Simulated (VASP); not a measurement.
Calculation: PBE GGA, VASP's PBE PAW potentials (set 64) (plane waves; VASP).

The input files of a VASP run:

### KPOINTS
```
Automatic
0
gamma
  6 6 1
```

POSCAR:
```
Cu16Si
1
    5.1357214723     0.0000000000     0.0000000000
    2.5678602332     4.4476652414     0.0000000000
    0.0000000000     0.0000000000    20.3733409520
Cu Si
16 1
Direct
  0.0000000000   0.0000000000   0.3452391088
  0.5002067977   0.9995864046   0.3457897289
  0.9995864046   0.5002067977   0.3457897289
  0.5002067977   0.5002067977   0.3457897289
  0.1666291562   0.1666291562   0.4478636567
  0.6667426876   0.1666291562   0.4478636567
  0.1666291562   0.6667426876   0.4478636567
  0.6666670000   0.6666670000   0.4482958545
  0.8343080017   0.3313829966   0.5502261186
  0.3333330000   0.3333330000   0.5491850911
  0.8343080017   0.8343080017   0.5502261186
  0.3313829966   0.8343080017   0.5502261186
  0.0000000000   0.0000000000   0.6601690502
  0.5040448150   0.9919103700   0.6517350750
  0.9919103700   0.5040448150   0.6517350750
  0.5040448150   0.5040448150   0.6517350750
  0.3333330000   0.3333330000   0.7366251576
```

### INCAR
```
# general
SYSTEM  = Cu16Si
PREC    = Normal
ENCUT   = 400   # plane-wave cut-off (eV)
LREAL   = .False.
LASPH   = .True.

# electronic loop
EDIFF   = 1E-6
NELM    = 100   # most electronic steps
NELMIN  = 4
ALGO    = Normal
LMAXMIX = 4   # l cut-off of mixed one-centre charges

# smearing
ISMEAR  = 1
SIGMA   = 0.1   # width (eV)

# functional
GGA     = PE   # PBE

# output
LWAVE   = .False.
LCHARG  = .False.
LORBIT  = 11   # lm-projected
LVHAR   = .True.

# other
LDIPOL  = .True.
IDIPOL  = 3
DIPOL   = 0.5 0.5 0.5
```

POTCAR, in this order: Cu Si (PBE.64 set). Program: vasp_std. Read from the step before: WAVECAR.

Output of the run:

OSZICAR:
```
       N       E                     dE             d eps       ncg     rms          rms(c)
DAV:   1    -0.606236445769E+02   -0.60624E+02   -0.11270E-02  2888   0.166E+00    0.176E-01
DAV:   2    -0.606946482799E+02   -0.71004E-01   -0.50951E-01  2080   0.132E+01    0.120E+00
DAV:   3    -0.606212792069E+02    0.73369E-01   -0.31650E-01  1880   0.109E+01    0.408E-02
DAV:   4    -0.606214556269E+02   -0.17642E-03   -0.87846E-04  1972   0.459E-01    0.184E-02
DAV:   5    -0.606214895869E+02   -0.33960E-04   -0.26245E-04  1768   0.202E-01    0.735E-03
DAV:   6    -0.606214922649E+02   -0.26781E-05   -0.36120E-05  1612   0.738E-02    0.414E-03
DAV:   7    -0.606214924649E+02   -0.19997E-06   -0.42986E-06  1472   0.352E-02
   1 F= -.60621492E+02 E0= -.60618116E+02  d E =-.101295E-01
```

### OUTCAR
```
------------------------ aborting loop because EDIFF is reached ----------------------------------------
  FORCE on cell =-STRESS in cart. coord.  units (eV):
  Direction    XX          YY          ZZ          XY          YZ          ZX
  --------------------------------------------------------------------------------------
  Total       -3.6415090     -3.6415089     -1.0277273      0.0000004     -0.0000000      0.0000000
  in kB      -12.5370731    -12.5370729     -3.5382840      0.0000014     -0.0000000      0.0000000
  external PRESSURE =      -9.5374767 kB  Pullay stress =       0.0000000 kB
  volume of cell :      465.37
      direct lattice vectors                 reciprocal lattice vectors
     5.135721472  0.000000000  0.000000000     0.194714609 -0.112418511  0.000000000
     2.567860233  4.447665241  0.000000000     0.000000000  0.224837065  0.000000000
     0.000000000  0.000000000 20.373340952     0.000000000  0.000000000  0.049083751
 POSITION                                       TOTAL-FORCE (eV/Angst)
 -----------------------------------------------------------------------------------
      0.00000      0.00000      7.03367         0.000000      0.000000     -0.006392
      5.13572      4.44583      7.04489         0.000000     -0.001969     -0.004082
      6.41806      2.22475      7.04489        -0.001705      0.000984     -0.004082
      3.85338      2.22475      7.04489         0.001705      0.000984     -0.004082
      1.28364      0.74111      9.12448        -0.003034     -0.001752      0.003865
      3.85209      0.74111      9.12448         0.003034     -0.001752      0.003865
      2.56786      2.96545      9.12448        -0.000000      0.003503      0.003865
      5.13572      2.96511      9.13328         0.000000      0.000000      0.003613
      5.13572      1.47388     11.20994         0.000000     -0.007185     -0.002148
      2.56786      1.48255     11.18874         0.000000      0.000000      0.009393
      6.42716      3.71072     11.20994         0.006223      0.003593     -0.002148
      3.84428      3.71072     11.20994        -0.006223      0.003593     -0.002148
      0.00000      0.00000     13.44985         0.000000     -0.000000      0.012100
      5.13572      4.41169     13.27802        -0.000000      0.003818      0.005184
      6.38849      2.24182     13.27802         0.003306     -0.001909      0.005184
      3.88295      2.24182     13.27802        -0.003306     -0.001909      0.005184
      2.56786      1.48255     15.00752         0.000000     -0.000000     -0.027172
 -----------------------------------------------------------------------------------
    total drift:                                0.000202      0.000115     -0.038916
  FREE ENERGIE OF THE ION-ELECTRON SYSTEM (eV)
  ---------------------------------------------------
  free  energy   TOTEN  =       -60.6214924649 eV

  energy  without entropy=      -60.6113630043  energy(sigma->0) =      -60.61811598

 total charge

# of ion       s       p       d       tot
------------------------------------------
    1        0.452   0.286   9.179   9.917
    2        0.448   0.287   9.184   9.919
    3        0.448   0.287   9.184   9.919
    4        0.448   0.287   9.184   9.919
    5        0.439   0.372   9.179   9.990
    6        0.439   0.372   9.179   9.990
    7        0.439   0.372   9.179   9.990
    8        0.440   0.366   9.182   9.988
    9        0.449   0.371   9.170   9.990
   10        0.441   0.372   9.179   9.992
   11        0.449   0.371   9.170   9.990
   12        0.449   0.371   9.170   9.990
   13        0.399   0.282   9.188   9.869
   14        0.480   0.382   9.154  10.017
   15        0.480   0.382   9.154  10.017
   16        0.480   0.382   9.154  10.017
   17        0.886   0.688   0.000   1.574
--------------------------------------------------
tot          8.068   6.229 146.791 161.087
```
(Selected blocks of OUTCAR.)

The cell is a thin slab with vacuum, built from Cu (fcc): (111) face, Si adsorbed.
